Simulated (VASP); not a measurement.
# Al2Cu (Khatyrkite) with PBE: from relaxation to properties, part 3 of 5

Wanted: the relaxed cell of Al2Cu (Khatyrkite) and its properties. The start is a cell from a database of measured crystal structures.

VASP 6.6.1; PBE; plane waves and PAW (Al, Cu).

So far. Step 4 (Bands along the symmetry lines (PBE)): Of the bands kept, 5 cross the Fermi level on this path.

### Step 5. Total and projected DOS (PBE)

Here the states are counted by energy and projected on the atoms. The mesh is finer than in the run before.

INCAR

```
SYSTEM = Al2Cu
PREC = Accurate
ENCUT = 400
EDIFF = 1E-06
NELM = 100
ISMEAR = -5
SIGMA = 0.2
LREAL = .FALSE.
ALGO = Normal
GGA = PE
NBANDS = 33
LASPH = .TRUE.
LORBIT = 11
LWAVE = .FALSE.
LCHARG = .FALSE.
KPAR = 4
NEDOS = 2001
```

POSCAR

```
Al2Cu
1.0
   -3.0135207869      3.0135207869      2.4600488061
    3.0135207869     -3.0135207869      2.4600488061
    3.0135207869      3.0135207869     -2.4600488061
Al Cu
4 2
Direct
    0.6589157352      0.1589157352      0.8178314704
    0.1589157352      0.3410842648      0.5000000000
    0.3410842648      0.8410842648      0.1821685296
    0.8410842648      0.6589157352      0.5000000000
    0.2500000000      0.2500000000      0.0000000000
    0.7500000000      0.7500000000      0.0000000000
```

KPOINTS

```
Automatic mesh
0
Gamma
9 9 9
0 0 0
```

The projector-augmented-wave data sets are Al and Cu (PBE family, release 64).

Command:

```
mpirun -np 4 vasp_std
```

What it wrote:

```text
[... set-up lines as in an earlier step ...]
 entering main loop
       N       E                     dE             d eps       ncg     rms          rms(c)
DAV:   1     0.170461719569E+03    0.17046E+03   -0.10965E+04  4958   0.938E+02
DAV:   2    -0.153912720960E+02   -0.18585E+03   -0.16678E+03  5146   0.219E+02
DAV:   3    -0.277404520317E+02   -0.12349E+02   -0.11551E+02  6342   0.690E+01
DAV:   4    -0.280875171805E+02   -0.34707E+00   -0.34618E+00  7379   0.107E+01
DAV:   5    -0.280933332878E+02   -0.58161E-02   -0.58213E-02  6964   0.130E+00    0.216E+01
DAV:   6    -0.341665291966E+02   -0.60732E+01   -0.82126E+01  6179   0.218E+02    0.185E+01
DAV:   7    -0.239666818010E+02    0.10200E+02   -0.23993E+01  6445   0.846E+01    0.470E+00
DAV:   8    -0.233884609606E+02    0.57822E+00   -0.23734E+00  7686   0.313E+01    0.133E+00
DAV:   9    -0.233759224917E+02    0.12538E-01   -0.24620E-01  7992   0.435E+00    0.295E-01
DAV:  10    -0.233797704181E+02   -0.38479E-02   -0.11450E-02  7150   0.247E+00    0.517E-01
DAV:  11    -0.233753343647E+02    0.44361E-02   -0.98442E-03  6760   0.260E+00    0.528E-02
DAV:  12    -0.233753271396E+02    0.72251E-05   -0.66952E-04  6972   0.191E-01    0.334E-02
DAV:  13    -0.233753442516E+02   -0.17112E-04   -0.15410E-05  7664   0.422E-02    0.639E-03
DAV:  14    -0.233753401205E+02    0.41312E-05   -0.30613E-07  3664   0.773E-03    0.500E-03
DAV:  15    -0.233753363496E+02    0.37709E-05   -0.49737E-07  3335   0.209E-02    0.381E-04
DAV:  16    -0.233753358379E+02    0.51162E-06   -0.29842E-07  2980   0.377E-03
   1 F= -.23375336E+02 E0= -.23375336E+02  d E =0.000000E+00
 -----------------------------------------------------------------------------
|                                                                             |
|           W    W    AA    RRRRR   N    N  II  N    N   GGGG   !!!           |
|           W    W   A  A   R    R  NN   N  II  NN   N  G    G  !!!           |
|           W    W  A    A  R    R  N N  N  II  N N  N  G       !!!           |
|           W WW W  AAAAAA  RRRRR   N  N N  II  N  N N  G  GGG   !            |
|           WW  WW  A    A  R   R   N   NN  II  N   NN  G    G                |
|           W    W  A    A  R    R  N    N  II  N    N   GGGG   !!!           |
|                                                                             |
|     Tetrahedron method does not include variations of the Fermi             |
|     occupations, so forces and stress will be inaccurate. We suggest        |
|     using a different smearing scheme ISMEAR = 1 or 2 for metals in         |
|     relaxations.                                                            |
|                                                                             |
 -----------------------------------------------------------------------------
```

Elapsed: 16 s, on 4 MPI ranks of Intel Xeon 6975P-C (Granite Rapids), shared host; peak memory 1 GiB.

From OUTCAR (step 5):

```text
   k-points           NKPTS =     75   k-points in BZ     NKDIM =     75   number of bands    NBANDS=     33

   NELECT =      34.0000    total number of electrons

 E-fermi :   7.9386

 k-point     1 :       0.0000    0.0000    0.0000
  band No.  band energies     occupation
    ...
     15       6.5472      2.00000
     16       6.7440      2.00000
     17       6.7440      2.00000
     18       7.1239      2.00000
     19       7.5778      1.97956
     20       8.0416      0.00000
     21       9.3145      0.00000
     22       9.3145      0.00000
     23       9.5185      0.00000
     24      13.3748      0.00000
    ...

  Total        0.4592602      0.4592602     -1.0454167      0.0000000      0.0000000      0.0000000
  in kB        8.2341226      8.2341226    -18.7433812      0.0000000      0.0000000      0.0000000
  external PRESSURE =      -0.7583787 kB  Pullay stress =       0.0000000 kB

 POSITION                                       TOTAL-FORCE (eV/Angst)
 -----------------------------------------------------------------------------------
      0.95779      3.97131     -0.00000         0.015147      0.015147      0.000000
      2.05573      0.95779      0.00000        -0.015147      0.015147      0.000000
      2.05573     -0.95779      2.46005        -0.015147     -0.015147     -0.000000
      0.95779      2.05573      2.46005         0.015147     -0.015147      0.000000
      0.00000      0.00000      1.23002         0.000000      0.000000      0.000000
      0.00000      0.00000      3.69007         0.000000      0.000000      0.000000
 -----------------------------------------------------------------------------------
    total drift:                               -0.000000     -0.000000     -0.000000

  FREE ENERGIE OF THE ION-ELECTRON SYSTEM (eV)
  ---------------------------------------------------
  free  energy   TOTEN  =       -23.3753358379 eV

  energy  without entropy=      -23.3753358379  energy(sigma->0) =      -23.37533584

[... 7 parts as in an earlier step ...]

[... 9 further parts left out ...]
```

With tetrahedra the forces and stress of a metal are not exact derivatives of the energy.

Numbers from this step:

```
SCF cycles             : 16
irreducible k-points   : 75
free energy (TOTEN)    : -23.38 eV
Fermi energy           : 7.939 eV
pressure               : -0.07584 GPa
DOS at the Fermi level : 2.464 states/eV/cell
```

The density of states has structure finer than the step of the table below, so its rows give means over 1 eV, whole bins alone (the curve runs from -12.0 to 6.40 eV). Peaks (eV: height): total -4.5: 9.91, -4.0: 23.3, -3.2: 13.5; Cu d -4.0: 19.9, -3.2: 11.6; Al p -4.0: 0.350, 2.5: 0.352, 4.6: 0.363, 5.4: 0.455; Al s -5.2: 0.378, -4.9: 0.228, 3.5: 0.266, 5.3: 0.247; Cu s -5.2: 0.186, -4.5: 0.234, -4.0: 0.150, 2.5: 0.140.

States under -12.0 eV and over 6.4 eV are left out. Table of density of states by energy, zero at the Fermi level; means over each step; values in states/eV/cell:

```csv
energy (eV),total,Cu d,Al p,Al s,Cu s
-11,0.0276,0,7.1e-5,0.00559,0.00413
-10,0.489,5.1e-4,0.00597,0.0945,0.0692
-9,0.863,0.00540,0.0228,0.151,0.118
-8,1.03,0.0198,0.0388,0.172,0.109
-7,1.43,0.0908,0.0685,0.217,0.113
-6,2.10,0.435,0.101,0.254,0.112
-5,5.55,3.42,0.162,0.226,0.156
-4,11.5,9.37,0.195,0.0867,0.117
-3,5.21,3.63,0.164,0.123,0.0513
-2,2.37,0.677,0.211,0.120,0.0498
-1,2.17,0.360,0.248,0.132,0.0482
0,2.08,0.281,0.245,0.147,0.0503
1,1.65,0.189,0.203,0.109,0.0335
2,2.17,0.260,0.216,0.173,0.1000
3,2.76,0.257,0.301,0.224,0.105
4,2.53,0.194,0.308,0.211,0.0820
5,2.72,0.174,0.356,0.209,0.0848
```

The finer mesh and the other smearing move the Fermi level by +0.13 eV from the 6×6×6 run, one measure of the sampling error in the zero of the bands above.

### Step 6. Electric field gradients (PBE)

Field gradients probe how far the charge around each nucleus departs from cubic symmetry; LASPH keeps the non-spherical terms inside the spheres.

INCAR

```
SYSTEM = Al2Cu
PREC = Accurate
ENCUT = 400
EDIFF = 1E-07
NELM = 100
ISMEAR = 1
SIGMA = 0.2
LREAL = .FALSE.
ALGO = Normal
GGA = PE
NBANDS = 23
LASPH = .TRUE.
LORBIT = 11
LWAVE = .FALSE.
LCHARG = .FALSE.
KPAR = 4
LEFG = .TRUE.
```

POSCAR is that of step 5.

KPOINTS

```
Automatic mesh
0
Gamma
6 6 6
0 0 0
```

Command:

```
mpirun -np 4 vasp_std
```

What it wrote:

```text
[... set-up lines as in an earlier step ...]
 entering main loop
       N       E                     dE             d eps       ncg     rms          rms(c)
DAV:   1     0.168066760860E+03    0.16807E+03   -0.11870E+04  1380   0.134E+03
DAV:   2    -0.184780774497E+02   -0.18654E+03   -0.17685E+03  1380   0.284E+02
DAV:   3    -0.279049124381E+02   -0.94268E+01   -0.89660E+01  1941   0.851E+01
DAV:   4    -0.281326830347E+02   -0.22777E+00   -0.22753E+00  1995   0.114E+01
DAV:   5    -0.281371491130E+02   -0.44661E-02   -0.44657E-02  1968   0.146E+00    0.213E+01
DAV:   6    -0.336664643129E+02   -0.55293E+01   -0.13634E+02  1679   0.308E+02    0.182E+01
DAV:   7    -0.239890692045E+02    0.96774E+01   -0.32695E+01  1671   0.119E+02    0.472E+00
DAV:   8    -0.234663764384E+02    0.52269E+00   -0.31784E+00  2176   0.371E+01    0.101E+00
DAV:   9    -0.234474076235E+02    0.18969E-01   -0.23046E-01  2224   0.482E+00    0.561E-01
DAV:  10    -0.234532007000E+02   -0.57931E-02   -0.14065E-02  2224   0.256E+00    0.711E-01
DAV:  11    -0.234438957611E+02    0.93049E-02   -0.37329E-02  2147   0.525E+00    0.935E-02
DAV:  12    -0.234440957923E+02   -0.20003E-03   -0.21724E-03  1590   0.292E-01    0.603E-02
DAV:  13    -0.234440935068E+02    0.22855E-05   -0.40709E-05  2169   0.595E-02    0.494E-02
DAV:  14    -0.234440507266E+02    0.42780E-04   -0.15249E-04  2200   0.335E-01    0.673E-03
DAV:  15    -0.234440514989E+02   -0.77234E-06   -0.11636E-05  1562   0.223E-02    0.357E-03
DAV:  16    -0.234440515297E+02   -0.30749E-07   -0.20312E-07  1263   0.500E-03
ion   1
     0.0000000    -0.2976491     0.0000000    -0.2699794    -0.0000000     0.0000000
     0.0000349    -0.2976491     0.0000000    -0.2699794    -0.0000000     0.0000000
     0.0000480    -0.2976491     0.0000000    -0.2699794    -0.0000000     0.0000000
     0.0000661    -0.2976491     0.0000000    -0.2699794    -0.0000000     0.0000000
     0.0000910    -0.2976491     0.0000000    -0.2699794    -0.0000000     0.0000000

     0.0000000    -4.1362784     0.0000000    -4.5004510    -0.0000000     0.0000000
     0.0000349    -4.1362729     0.0000000    -4.5004449    -0.0000000     0.0000000
     0.0000480    -4.1362694     0.0000000    -4.5004411    -0.0000000     0.0000000
     0.0000661    -4.1362637     0.0000000    -4.5004347    -0.0000000     0.0000000
     0.0000910    -4.1362541     0.0000000    -4.5004241    -0.0000000     0.0000000

ion   2
     0.0000000     0.2976491    -0.0000000    -0.2699794    -0.0000000    -0.0000000
     0.0000349     0.2976491    -0.0000000    -0.2699794    -0.0000000    -0.0000000
     0.0000480     0.2976491    -0.0000000    -0.2699794    -0.0000000    -0.0000000
     0.0000661     0.2976491    -0.0000000    -0.2699794    -0.0000000    -0.0000000
     0.0000910     0.2976491    -0.0000000    -0.2699794    -0.0000000    -0.0000000

     0.0000000     4.1362784    -0.0000000    -4.5004510    -0.0000000    -0.0000000
     0.0000349     4.1362729    -0.0000000    -4.5004449    -0.0000000    -0.0000000
     0.0000480     4.1362694    -0.0000000    -4.5004411    -0.0000000    -0.0000000
     0.0000661     4.1362637    -0.0000000    -4.5004347    -0.0000000    -0.0000000
     0.0000910     4.1362541    -0.0000000    -4.5004241    -0.0000000    -0.0000000

ion   3
     0.0000000    -0.2976491     0.0000000    -0.2699794    -0.0000000    -0.0000000
     0.0000349    -0.2976491     0.0000000    -0.2699794    -0.0000000    -0.0000000
     0.0000480    -0.2976491     0.0000000    -0.2699794    -0.0000000    -0.0000000
     0.0000661    -0.2976491     0.0000000    -0.2699794    -0.0000000    -0.0000000
     0.0000910    -0.2976491     0.0000000    -0.2699794    -0.0000000    -0.0000000

     0.0000000    -4.1362784     0.0000000    -4.5004510    -0.0000000    -0.0000000
     0.0000349    -4.1362729     0.0000000    -4.5004449    -0.0000000    -0.0000000
     0.0000480    -4.1362694     0.0000000    -4.5004411    -0.0000000    -0.0000000
     0.0000661    -4.1362637     0.0000000    -4.5004347    -0.0000000    -0.0000000
     0.0000910    -4.1362541     0.0000000    -4.5004241    -0.0000000    -0.0000000

ion   4
     0.0000000     0.2976491    -0.0000000    -0.2699794    -0.0000000    -0.0000000
     0.0000349     0.2976491    -0.0000000    -0.2699794    -0.0000000    -0.0000000
     0.0000480     0.2976491    -0.0000000    -0.2699794    -0.0000000    -0.0000000
     0.0000661     0.2976491    -0.0000000    -0.2699794    -0.0000000    -0.0000000
     0.0000910     0.2976491    -0.0000000    -0.2699794    -0.0000000    -0.0000000

     0.0000000     4.1362784    -0.0000000    -4.5004510    -0.0000000    -0.0000000
     0.0000349     4.1362729    -0.0000000    -4.5004449    -0.0000000    -0.0000000
     0.0000480     4.1362694    -0.0000000    -4.5004411    -0.0000000    -0.0000000
     0.0000661     4.1362637    -0.0000000    -4.5004347    -0.0000000    -0.0000000
     0.0000910     4.1362541    -0.0000000    -4.5004241    -0.0000000    -0.0000000

ion   5
     0.0000000     0.0000000     0.0000000     0.7416215    -0.0000000    -0.0000000
     0.0000464     0.0000000     0.0000000     0.7416215    -0.0000000    -0.0000000
     0.0000639     0.0000000     0.0000000     0.7416215    -0.0000000    -0.0000000
     0.0000880     0.0000000     0.0000000     0.7416215    -0.0000000    -0.0000000
     0.0001211     0.0000000     0.0000000     0.7416215    -0.0000000    -0.0000000

     0.0000000     0.0000000    -0.0000000    22.6820132    -0.0000000    -0.0000000
     0.0000464     0.0000000    -0.0000000    22.6816010    -0.0000000    -0.0000000
     0.0000639     0.0000000    -0.0000000    22.6813530    -0.0000000    -0.0000000
     0.0000880     0.0000000    -0.0000000    22.6809407    -0.0000000    -0.0000000
     0.0001211     0.0000000    -0.0000000    22.6802588    -0.0000000    -0.0000000

ion   6
     0.0000000     0.0000000    -0.0000000     0.7416215     0.0000000    -0.0000000
     0.0000464     0.0000000    -0.0000000     0.7416215     0.0000000    -0.0000000
     0.0000639     0.0000000    -0.0000000     0.7416215     0.0000000    -0.0000000
     0.0000880     0.0000000    -0.0000000     0.7416215     0.0000000    -0.0000000
     0.0001211     0.0000000    -0.0000000     0.7416215     0.0000000    -0.0000000

     0.0000000     0.0000000    -0.0000000    22.6820132    -0.0000000    -0.0000000
     0.0000464     0.0000000    -0.0000000    22.6816010    -0.0000000    -0.0000000
     0.0000639     0.0000000    -0.0000000    22.6813530    -0.0000000    -0.0000000
     0.0000880     0.0000000    -0.0000000    22.6809407    -0.0000000    -0.0000000
     0.0001211     0.0000000    -0.0000000    22.6802588    -0.0000000    -0.0000000

   1 F= -.23444052E+02 E0= -.23444329E+02  d E =0.832757E-03
```

The job ended after 6.6 s (4 MPI ranks; peak memory 0.74 GiB; 24 s of CPU time).

OUTCAR, selected parts (step 6):

```text
   NELECT =      34.0000    total number of electrons

 E-fermi :   7.8118

 k-point     1 :       0.0000    0.0000    0.0000
  band No.  band energies     occupation
    ...
     15       6.5419      2.00000
     16       6.7420      2.00000
     17       6.7420      2.00000
     18       7.1318      2.00002
     19       7.5846      2.06820
     20       8.0494     -0.07047
     21       9.3172     -0.00000
     22       9.3172     -0.00000
     23       9.5159     -0.00000

  Total       -0.0377682     -0.0377682     -0.0702765      0.0000000      0.0000000      0.0000000
  in kB       -0.6771493     -0.6771493     -1.2599938      0.0000000      0.0000000      0.0000000
  external PRESSURE =      -0.8714308 kB  Pullay stress =       0.0000000 kB

 POSITION                                       TOTAL-FORCE (eV/Angst)
 -----------------------------------------------------------------------------------
      0.95779      3.97131     -0.00000         0.002763      0.002763     -0.000000
      2.05573      0.95779      0.00000        -0.002763      0.002763      0.000000
      2.05573     -0.95779      2.46005        -0.002763     -0.002763      0.000000
      0.95779      2.05573      2.46005         0.002763     -0.002763     -0.000000
      0.00000      0.00000      1.23002        -0.000000     -0.000000     -0.000000
      0.00000      0.00000      3.69007        -0.000000     -0.000000     -0.000000
 -----------------------------------------------------------------------------------
    total drift:                               -0.000000     -0.000000     -0.000000

  FREE ENERGIE OF THE ION-ELECTRON SYSTEM (eV)
  ---------------------------------------------------
  free  energy   TOTEN  =       -23.4440515297 eV

  energy  without entropy=      -23.4448842864  energy(sigma->0) =      -23.44432912

 Electric field gradients after diagonalization (V/A^2)
 (convention: |V_zz| > |V_xx| > |V_yy|)
----------------------------------------------------------------------
 ion       V_xx      V_yy      V_zz     asymmetry (V_yy - V_xx)/ V_zz
----------------------------------------------------------------------
   1       5.717     1.695    -7.412       0.543
   2       5.717     1.696    -7.413       0.542
   3       5.717     1.695    -7.412       0.543
   4       5.717     1.696    -7.413       0.542
   5      14.206    14.187   -28.393       0.001
   6      14.206    14.187   -28.393       0.001
----------------------------------------------------------------------

[... 9 parts as in an earlier step ...]

[... 8 further parts left out ...]
```

Numbers from this step:

- bands: 23
- irreducible k-points: 30
- free energy (TOTEN): -23.44 eV
- Fermi energy: 7.812 eV
- pressure: -0.08714 GPa

Electric field gradients, by row:

| atom | Vxx (V/Å²) | Vyy (V/Å²) | Vzz (V/Å²) | asymmetry |
| --- | --- | --- | --- | --- |
| Al1 | 5.717 | 1.695 | -7.412 | 0.543 |
| Al2 | 5.717 | 1.696 | -7.413 | 0.542 |
| Al3 | 5.717 | 1.695 | -7.412 | 0.543 |
| Al4 | 5.717 | 1.696 | -7.413 | 0.542 |
| Cu5 | 14.21 | 14.19 | -28.39 | 0.001 |
| Cu6 | 14.21 | 14.19 | -28.39 | 0.001 |

The largest gradient, -28.39 V/Å², sits on Cu5 and like sites; times the quadrupole moment of a nucleus that has one, it gives the coupling that NMR and NQR see.

(Continued in part 4 of 5.)

[Lines on the potential files, build, host, timing and source positions are cut from VASP's logs without a mark.]

[Logs are printed without paths, hosts, clocks, repeated set-up lines and the standing remarks that a program may print on its own settings, such as how far it seeks lower states.]

[Hosts, paths, dates, database ids (printed as entryN), source tags and the programs' standing remarks are cut or masked in the printed files.]

[A measured line is paired with the nearest computed mode of its activity, which favours agreement.]
